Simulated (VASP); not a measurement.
Output of a VASP run:

File OSZICAR:
```
       N       E                     dE             d eps       ncg     rms          rms(c)
DAV:   1     0.168632448703E+03    0.16863E+03   -0.18305E+04   984   0.154E+03
DAV:   2    -0.362197709841E+02   -0.20485E+03   -0.19844E+03  1332   0.318E+02
DAV:   3    -0.430180241486E+02   -0.67983E+01   -0.67797E+01  1152   0.624E+01
DAV:   4    -0.430696011254E+02   -0.51577E-01   -0.51513E-01  1136   0.624E+00
DAV:   5    -0.430701601214E+02   -0.55900E-03   -0.55891E-03  1116   0.637E-01    0.173E+01
DAV:   6    -0.386210134795E+02    0.44491E+01   -0.17616E+01  1068   0.296E+01    0.825E+00
DAV:   7    -0.386284522016E+02   -0.74387E-02   -0.51075E-01  1124   0.500E+00    0.312E+00
DAV:   8    -0.386352251692E+02   -0.67730E-02   -0.19301E-02  1080   0.148E+00    0.106E+00
DAV:   9    -0.386391653924E+02   -0.39402E-02   -0.65986E-03  1096   0.887E-01    0.239E-01
DAV:  10    -0.386393522882E+02   -0.18690E-03   -0.59627E-04  1124   0.203E-01    0.476E-02
DAV:  11    -0.386393186824E+02    0.33606E-04   -0.15738E-04  1112   0.951E-02    0.141E-02
DAV:  12    -0.386393194035E+02   -0.72107E-06   -0.56655E-06  1080   0.183E-02
   1 F= -.38639319E+02 E0= -.38639319E+02  d E =-.386393E+02
       N       E                     dE             d eps       ncg     rms          rms(c)
DAV:   1    -0.386625682662E+02   -0.23250E-01   -0.75075E-01  1084   0.782E+00    0.129E+00
DAV:   2    -0.386388389771E+02    0.23729E-01   -0.87928E-02  1084   0.232E+00    0.295E-01
DAV:   3    -0.386380438488E+02    0.79513E-03   -0.44233E-03  1068   0.478E-01    0.140E-01
DAV:   4    -0.386378041099E+02    0.23974E-03   -0.35543E-04  1120   0.155E-01    0.486E-02
DAV:   5    -0.386377768938E+02    0.27216E-04   -0.56381E-05  1104   0.593E-02    0.116E-02
DAV:   6    -0.386377764592E+02    0.43459E-06   -0.14163E-06   784   0.103E-02
   2 F= -.38637776E+02 E0= -.38637776E+02  d E =0.154294E-02
       N       E                     dE             d eps       ncg     rms          rms(c)
DAV:   1    -0.386494246589E+02   -0.11648E-01   -0.25782E-01  1084   0.461E+00    0.757E-01
DAV:   2    -0.386413550137E+02    0.80696E-02   -0.29784E-02  1080   0.135E+00    0.175E-01
DAV:   3    -0.386410776092E+02    0.27740E-03   -0.15492E-03  1072   0.284E-01    0.795E-02
DAV:   4    -0.386409978712E+02    0.79738E-04   -0.12743E-04  1116   0.933E-02    0.271E-02
DAV:   5    -0.386409912867E+02    0.65844E-05   -0.19416E-05  1100   0.348E-02    0.703E-03
DAV:   6    -0.386409919303E+02   -0.64362E-06   -0.45672E-07   612   0.590E-03
   3 F= -.38640992E+02 E0= -.38640992E+02  d E =-.167253E-02
```

### OUTCAR
```
------------------------ aborting loop because EDIFF is reached ----------------------------------------
  FORCE on cell =-STRESS in cart. coord.  units (eV):
  Direction    XX          YY          ZZ          XY          YZ          ZX
  --------------------------------------------------------------------------------------
  Total       -0.0693779     -0.0693779      0.0808097      0.0000000      0.0000000      0.0000000
  in kB       -2.3432724     -2.3432724      2.7293873      0.0000000      0.0000000      0.0000000
  external PRESSURE =      -0.6523858 kB  Pullay stress =       0.0000000 kB
  volume of cell :       47.44
      direct lattice vectors                 reciprocal lattice vectors
     4.199388462  0.000000000  0.000000000     0.238129911 -0.000000000  0.000000000
     0.000000000  4.199388462  0.000000000     0.000000000  0.238129911  0.000000000
     0.000000000  0.000000000  2.689902519     0.000000000  0.000000000  0.371760684
 POSITION                                       TOTAL-FORCE (eV/Angst)
 -----------------------------------------------------------------------------------
      0.00000      0.00000      0.00000        -0.000000      0.000000     -0.000000
      2.09969      2.09969      1.34495        -0.000000      0.000000     -0.000000
      1.28329      1.28329      0.00000         0.010034      0.010034     -0.000000
      3.38299      0.81640      1.34495         0.010034     -0.010034      0.000000
      0.81640      3.38299      1.34495        -0.010034      0.010034     -0.000000
      2.91610      2.91610      0.00000        -0.010034     -0.010034      0.000000
 -----------------------------------------------------------------------------------
    total drift:                                0.000000     -0.000000      0.000000
  FREE ENERGIE OF THE ION-ELECTRON SYSTEM (eV)
  ---------------------------------------------------
  free  energy   TOTEN  =       -38.6409919303 eV

  energy  without entropy=      -38.6409919303  energy(sigma->0) =      -38.64099193

 reached required accuracy - stopping structural energy minimisation
```
(Selected blocks of OUTCAR.)

**POSCAR**
```
SiO2
1
    4.1938818509     0.0000000000     0.0000000000
   -0.0000000000     4.1938818509     0.0000000000
    0.0000000000     0.0000000000     2.6825246477
Si O
2 4
Direct
  0.0000000000   0.0000000000   0.0000000000
  0.5000000000   0.5000000000   0.5000000000
  0.3057128375   0.3057128375   0.0000000000
  0.8057128375   0.1942871625   0.5000000000
  0.1942871625   0.8057128375   0.5000000000
  0.6942871625   0.6942871625   0.0000000000
```

Write an INCAR and KPOINTS that could have produced this output.

One answer among several that fit: the input of the run itself, vdW-DF-cx, plane waves, VASP's PBE PAW potentials (set 64).

KPOINTS:
```
Automatic
0
G
5 5 7
```

### INCAR
```
SYSTEM = SiO2
PREC = Accurate
ENCUT = 520
EDIFF = 1E-6
NELM = 100
ALGO = Normal
LREAL = .FALSE.
LASPH = .TRUE.
ISMEAR = 0
SIGMA = 0.05
GGA = CX
LUSE_VDW = .TRUE.
AGGAC = 0.0
LWAVE = .FALSE.
LCHARG = .FALSE.
IBRION = 2
ISIF = 3
NSW = 60
EDIFFG = -0.02
```

POTCAR, in this order: Si O (PBE.64 set). Program: vasp_std.

The compound is SiO2 in the rutile structure, stishovite, a high-pressure form. This run relaxes it. Symmetry was kept, so distortions that lower it aren't found. The start is the result of an earlier pass.
